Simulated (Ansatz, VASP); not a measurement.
## Cross-check of NaFe4Cl (2 layers of NaCl on Fe(100)) between VASP and Ansatz

Aim: how closely do two programs agree when they are given the same cell, functional and k mesh? The structure shown is the end of the Ansatz relaxation below.

Calculated with Ansatz 0.2.0; plane waves, with VASP 6.6.1 beside it; single point at PBE with D3(BJ).

## (1) The starting structure

The cell holds 12 atoms: 8 Fe, 2 Cl and 2 Na. Its edges and angles: a = 3.988 Å, b = 3.988 Å, c = 26.725 Å, α = 90.0°, β = 90.0°, γ = 90.0°. Vacuum lies along c.

## (2) Ansatz: relaxation, PBE with D3(BJ)

Ansatz runs on its default PAW (the set named soft_2) files.

This run makes the geometry at which the two programs are then compared.

input.yaml

```yaml
crystal:
  lattice:
    - [3.98808225, 0.0, 0.0]
    - [0.0, 3.98808225, 0.0]
    - [0.0, 0.0, 26.725]
  atoms:
    - { symbol: Fe, position: [0.0, 0.5, 0.3180542563], spin: 2.5 }
    - { symbol: Fe, position: [0.5, 0.0, 0.3180542563], spin: 2.5 }
    - { symbol: Fe, position: [0.0, 0.0, 0.3717492984], spin: 2.5 }
    - { symbol: Fe, position: [0.5, 0.5, 0.3717492984], spin: 2.5 }
    - { symbol: Fe, position: [0.0, 0.5, 0.4254443405], spin: 2.5 }
    - { symbol: Fe, position: [0.5, 0.0, 0.4254443405], spin: 2.5 }
    - { symbol: Fe, position: [0.0, 0.0, 0.4791393826], spin: 2.5 }
    - { symbol: Fe, position: [0.5, 0.5, 0.4791393826], spin: 2.5 }
    - { symbol: Cl, position: [0.5, 0.5, 0.5764265669] }
    - { symbol: Na, position: [0.0, 0.0, 0.5764265669] }
    - { symbol: Cl, position: [0.0, 0.0, 0.6819457437] }
    - { symbol: Na, position: [0.5, 0.5, 0.6819457437] }
magnetization:
  spin_polarized: true
kpoints:
  mp_grid: { grid: [7, 7, 1] }
hamiltonian:
  xc: pbe
  dispersion: d3bj
scf:
  occupations: { method: fermi_dirac, width: 0.1 }
  convergence: { dr2_threshold: 1.0e-08 }
efield:
  axis: 3
  dipole_correction: true
  ramp_position: 0.97
  ramp_width: 0.06
relax:
  f_tol: 0.015
  max_steps: 90
  constraints: [{ sites: [0, 1, 2, 3] }]
output:
  write_potential: true
  write_density: true
  volumetric_format: npy
```

On the command line:

```
$ ansatz run input.yaml --threads 4 --pin off --max-ram 6144MiB --backend cpu --events-out ev --progress --plain --runs-dir out
```

Numbers of over 12 decimals in the logs are rounded to 6 here.

The log of the run:

```text
Engine: ansatz 0.2.0, x86_64-unknown-linux-gnu
Pseudopotentials: kind: paw
Pseudopotential: Fe, paw, valence charge 16, recommended cutoff 420 eV (normal), Fe.paw.azcp
Pseudopotential: Cl, paw, valence charge 7, recommended cutoff 420 eV (normal), Cl.paw.azcp
Pseudopotential: Na, paw, valence charge 9, recommended cutoff 420 eV (normal), Na.paw.azcp
Functional definition: PBE
  parameter kappa = 0.804
  parameter beta = 0.066725
  exchange = pbe_x(kappa = kappa, mu = beta*pi^2/3)
  correlation = pbe_c(beta = beta)
Crystal: 12 atoms, lattice volume = 425.056 Å³
Basis set: ecut = 420 eV, 8353 PW (Γ), exchange–correlation on 54×54×360 points (8 copies of the dense FFT grid, shifted against one another)
Bands: 108, of which v1, the nominal top of the filled ones, is band 80 counted from 1 (79 counted from 0)
Symmetry: 8 space group operations
k-points: 10 of 49
Non-local potential: Fe, projectors of the file, l = 0: 3, l = 1: 2, l = 2: 3, l = 3: 1
Non-local potential: Cl, projectors of the file, l = 0: 2, l = 1: 2, l = 2: 2
Non-local potential: Na, projectors of the file, l = 0: 3, l = 1: 2, l = 2: 1
PAW form: soft (Blöchl's): semilocal exchange-correlation on the pseudo side does not see the compensation charge
PAW one-centre angular grid: Fe, 590 points (default); XC on 64 Gauss nodes
PAW one-centre angular grid: Cl, 110 points (default); XC on 64 Gauss nodes
PAW one-centre angular grid: Na, 110 points (default); XC on 64 Gauss nodes
Initial density: superposition of atomic densities (neutral atoms: chi_scale 0, normalization atom)
Starting moments: Σ|m| = 20 μB on 8 of 12 sites
Initial wavefunctions: pseudopotential atomic-orbital guess
Functional: x = pbe(κ = 0.804, μ = 0.219515), c = pbe(β = 0.066725)
SCF iter   1: F=—  HF=-40978.601719 eV  |F-HF|=—  |Δ(HF+E_count)|=         —  Δρ=3.50e-2 (↑1.58e-2 ↓3.50e-2)  dr2=2.10e1  dr2_m=1.52e0  M=20.002 μB ∫|m|=20.224 μB  β_m=1.00  ethr=3.10e-3  p=-0.000 e·Å  D=-1.31e-7 V/Å  ΔV_dip=0.00 eV  dr2_dipole=2.76e-3  V_vac-E_F(+/−)=7.27/7.27 eV  ⟨swp⟩=10.2  Hψ=10971  notcnv=0  defer=80
Mixer restart at iter 1: flushing history
efield: sawtooth ramp at fractional position 0.9700 (set: `efield.ramp_position`, or a place that a band, a saddle search or an elastic batch's reference lends), width 0.0600; the density the first Hamiltonian is built on has a dipole p = -0.000 e·Å; the dipole correction subtracts the counter field D = -1.31e-7 V/Å, which shifts the + side's vacuum level by +0.00 eV against the − side's; the planar-averaged density in the ramp window peaks in size at 1.3e-5 e/Å³
preconditioner: auto → LDOS  [metal: Δε(μ)=0.016 eV  Ē_g=9.515 eV  σ=0.100 eV  W_gap=0.04  n_scr=98 (ndim 8)  ℏωp=17.3 eV  f_vac=0.515  D(μ)=14.80/eV (n_scr^D=124)]
spin=Collinear: LDOS preconditioning applied to the charge; magnetization (m = ρ↑ − ρ↓) channel mixes plain (no charge-response kernel on spin).
SCF iter   2: F=—  HF=-40975.829926 eV  |F-HF|=—  |Δ(HF+E_count)|=    2.77e0  Δρ=1.21e-2 (↑1.21e-2 ↓9.53e-3)  dr2=4.25e0  dr2_m=2.17e-1  M=20.499 μB ∫|m|=21.081 μB  β_m=0.37  ethr=3.10e-3  p=0.089 e·Å  D=3.79e-2 V/Å  ΔV_dip=-1.01 eV  dr2_dipole=5.81e-4  V_vac-E_F(+/−)=4.84/5.85 eV  ⟨swp⟩=3.0  Hψ=3670  notcnv=0  defer=181
density mixer auto → msr1: a metal under ldos (density of states about μ 1.89 of a free-electron gas's, 98 screened modes)
SCF iter   3: F=—  HF=-40978.309978 eV  |F-HF|=—  |Δ(HF+E_count)|=    2.48e0  Δρ=5.78e-3 (↑5.78e-3 ↓4.33e-3)  dr2=3.63e-1  dr2_m=4.87e-2  M=20.701 μB ∫|m|=21.447 μB  β_m=0.46  ethr=2.66e-3  p=0.141 e·Å  D=5.99e-2 V/Å  ΔV_dip=-1.60 eV  dr2_dipole=7.27e-4  V_vac-E_F(+/−)=3.13/4.73 eV  ⟨swp⟩=2.9  Hψ=3349  notcnv=0  defer=160
SCF iter   4: F=—  HF=-40979.805131 eV  |F-HF|=—  |Δ(HF+E_count)|=    1.50e0  Δρ=4.20e-3 (↑4.20e-3 ↓3.16e-3)  dr2=4.38e-2  dr2_m=4.09e-2  M=21.002 μB ∫|m|=21.814 μB  β_m=0.69  ethr=2.27e-4  p=0.151 e·Å  D=6.44e-2 V/Å  ΔV_dip=-1.72 eV  dr2_dipole=9.56e-4  V_vac-E_F(+/−)=2.47/4.19 eV  ⟨swp⟩=2.7  Hψ=3482  notcnv=0  defer=150
SCF iter   5: F=—  HF=-40980.271683 eV  |F-HF|=—  |Δ(HF+E_count)|=         —  Δρ=4.07e-3 (↑4.07e-3 ↓3.92e-3)  dr2=2.28e-2  dr2_m=5.77e-2  M=21.547 μB ∫|m|=22.385 μB  β_m=0.69  ethr=2.74e-5  p=0.156 e·Å  D=6.65e-2 V/Å  ΔV_dip=-1.78 eV  dr2_dipole=1.30e-3  V_vac-E_F(+/−)=2.20/3.98 eV  ⟨swp⟩=2.7  Hψ=4541  notcnv=0  defer=147
SCF iter   6: F=—  HF=-40980.269051 eV  |F-HF|=—  |Δ(HF+E_count)|=   2.63e-3  Δρ=1.49e-3 (↑1.49e-3 ↓1.14e-3)  dr2=5.37e-3  dr2_m=5.38e-3  M=21.563 μB ∫|m|=22.429 μB  β_m=0.78  ethr=1.42e-5  p=0.134 e·Å  D=5.72e-2 V/Å  ΔV_dip=-1.53 eV  dr2_dipole=5.07e-5  V_vac-E_F(+/−)=2.38/3.91 eV  ⟨swp⟩=2.1  Hψ=3623  notcnv=0  defer=145
[...]
SCF converged after 10 iterations
Magnetization: 21.5928 μB (90.7964 up, 69.2036 down)
Absolute magnetization: 22.4702 μB (∫|ρ↑−ρ↓|, with the PAW one-centre terms)
Spin contamination: 0.3842 ħ² per cell (⟨S²⟩ above its minimum at these occupations)
Per-site moments (μB) at R_I (Å): [(2.932636, 1.013393), (2.932636, 1.013393), (2.443210, 1.013393), (2.437876, 1.013393), (2.388503, 0.980595), (2.388503, 0.980595), (2.707945, 0.980595), (2.972280, 1.032003), (0.031354, 1.104834), (0.011117, 1.154957), (0.00156018, 1.154957), (0.00172815, 1.136556)]
Free energy (F): -40980.485563 eV
Harris-Foulkes:  -40980.485563 eV  (|F-HF|=5.25e-9)
Internal energy: -40980.131442 eV  (E = F + TS)
E sigma→0 (E₀):  -40980.308503 eV
Entropy (-TS):   -0.354121 eV (-29.510 meV/atom)
Fermi energy:    3.238706 eV
Dipole field:    D = 0.047092 V/Å  (p = 0.110620 e·Å, saw-weighted, corrected)
Work function:   Φ+ = 2.6968 eV   Φ− = 3.9554 eV
Levels:          The Fermi level and band energies are counted from a zero that moves with the ramp; work functions are not
--- Per-component energies (eV) ---
  E_band       = -4191.684557
  E_kinetic    = 3350.403635
  E_local      = -284853.226348  (includes V_loc(G=0)·N_el)
  E_nonlocal   = 2063.674532
  E_hartree    = 139636.993302
  E_xc         = -1225.052643
  E_vxc        = -1544.508936  (∫ρ·V_xc dr)
  E_paw        = -12792.853146  (= ΣΔE_a)
  E_vpaw       = -2492.760380  (= ΣTr[D̂ρ^β])
  E_aug_tail   = 0.006824  (compensation charges beyond the density's cutoff)
  E_efield     = 0.002605  (sawtooth field / dipole correction)
  E_vefield    = 10.748897  (∫n·V_field dr)
  E_ewald      = 112842.591869
  E_disp       = -2.672073  (pairwise vdW)
  E_smearing   = -0.354121  (= −TS)
  E_closure    = -0.000000  (closes the sum)
  Σ components = -40980.485563   (vs F -40980.485563, Δ=0.00e0)
--- Forces (eV/Å), atoms counted from 1 ---
  atom   1  Fe    -0.00000000     0.00000000     0.18980019
  atom   2  Fe     0.00000000     0.00000000     0.18980019
  atom   3  Fe     0.00000000     0.00000000    -0.20758577
  atom   4  Fe    -0.00000000     0.00000000    -0.17532024
  atom   5  Fe    -0.00000000     0.00000000    -0.00297335
  atom   6  Fe     0.00000000     0.00000000    -0.00297335
  atom   7  Fe    -0.00000000     0.00000000     0.00741517
  atom   8  Fe     0.00000000     0.00000000    -0.01295594
  atom   9  Cl     0.00000000     0.00000000     0.01199083
  atom  10  Na     0.00000000     0.00000000    -0.00603066
  atom  11  Cl     0.00000000     0.00000000    -0.00114732
  atom  12  Na     0.00000000     0.00000000     0.00996060
  max |Σ_I F_I| component: 1.97e-5 eV/Å
--- Band table (eV; the first three rows and the last of 20) ---
  k-point 0 ↑: bands = [... 76 lower, 1.5363, 1.8274, 1.9156, 2.0736, 2.1399, 2.1905, 2.1905, 2.2224, ... 24 higher]
  k-point 1 ↑: bands = [... 76 lower, 1.6306, 1.7514, 1.8270, 1.8322, 1.9827, 2.0296, 2.1827, 2.1995, ... 24 higher]
  k-point 2 ↑: bands = [... 76 lower, 1.5710, 1.7483, 1.7494, 1.8225, 1.8455, 2.0299, 2.0880, 2.1496, ... 24 higher]
  k-point 9 ↓: bands = [... 76 lower, 4.3017, 4.3795, 4.3969, 4.4346, 4.5984, 4.6311, 4.7164, 4.8291, ... 24 higher]
--- Relaxed structure (4 steps of the walk, 4 accepted, 0 SCFs on fresh bases) ---
  F+E_penalty+E_count = -40980.48556323 eV   max|allowed force component| = 1.296e-2 eV/Å
  atoms:
    - { symbol: Fe, position: [0.0, 0.5, 0.3180542563] }
    - { symbol: Fe, position: [0.5, 0.0, 0.3180542563] }
    - { symbol: Fe, position: [0.0, 0.0, 0.3717492984] }
    - { symbol: Fe, position: [0.5, 0.5, 0.3717492984] }
    - { symbol: Fe, position: [0, 0.5, 0.426931] }
    - { symbol: Fe, position: [0.5, 0.0, 0.426931] }
    - { symbol: Fe, position: [0, 0.0, 0.475356] }
    - { symbol: Fe, position: [0.5, 0.5, 0.483467] }
    - { symbol: Cl, position: [0.5, 0.5, 0.583687] }
    - { symbol: Na, position: [0, 0.0, 0.586652] }
    - { symbol: Cl, position: [0, 0.0, 0.691419] }
    - { symbol: Na, position: [0.5, 0.5, 0.686785] }
```

Reading the cycles: dr2 is the Hartree energy of the density residual (eV), the measure of convergence; HF is the Harris–Foulkes estimate of the energy, which meets the free energy F at convergence.

(Continued in part 2 of 2.)

[Lines on the potential files, build, host, timing and source positions are cut from VASP's logs without a mark.]

[Logs are printed without paths, hosts, clocks, repeated set-up lines and the standing remarks that a program may print on its own settings, such as how far it seeks lower states.]

[Hosts, paths, dates, database ids (printed as entryN), source tags and the programs' standing remarks are cut or masked in the printed files.]
